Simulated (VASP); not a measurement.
A run of VASP 6.6.1 is set up as follows.

INCAR

```
SYSTEM = SrAl
PREC     = Accurate       ! precision mode
ENCUT    = 520            ! plane-wave cutoff, eV
EDIFF    = 1E-7           ! SCF threshold, eV
ISMEAR   = -1             ! smearing method
SIGMA    = 0.05           ! smearing width, eV
LREAL    = .FALSE.        ! projectors in reciprocal space
LASPH    = .TRUE.         ! aspherical terms in the spheres
NELM     = 100            ! most SCF steps
ALGO     = Normal         ! electronic algorithm
ISIF     = 2              ! what is computed and relaxed
LWAVE    = .FALSE.        ! write WAVECAR
LCHARG   = .FALSE.        ! write CHGCAR
LDIPOL   = .TRUE.       
IDIPOL   = 3            
DIPOL    = 0.5 0.5 0.281
GGA      = PE             ! functional
NBANDS   = 14             ! bands
```

File KPOINTS:

```
Automatic mesh
0
G
  8 8 1
  0 0 0
```

File POSCAR:

```
SrAl
1.0
    3.6678800000      0.0000000000      0.0000000000
   -1.8339400000      3.1764800000      0.0000000000
    0.0000000000      0.0000000000     30.2631000000
Sr Al
1 1
Direct
    0.0000000000      0.0000000000      0.2261600000
    0.0000000000      0.0000000000      0.3355800000
```

Potentials or basis: VASP PAW PBE potentials, release 64 (Sr_sv, Al).

Command:

```console
$ cat potpaw_PBE.64/Sr_sv/POTCAR potpaw_PBE.64/Al/POTCAR > POTCAR
$ mpirun -np 1 vasp_std > vasp.out
```

(1) Predict the band gap on the k mesh.

(2) Predict the largest force.

Answers

(1) none (metal or under the smearing width).

(2) 0.010 eV/Å.
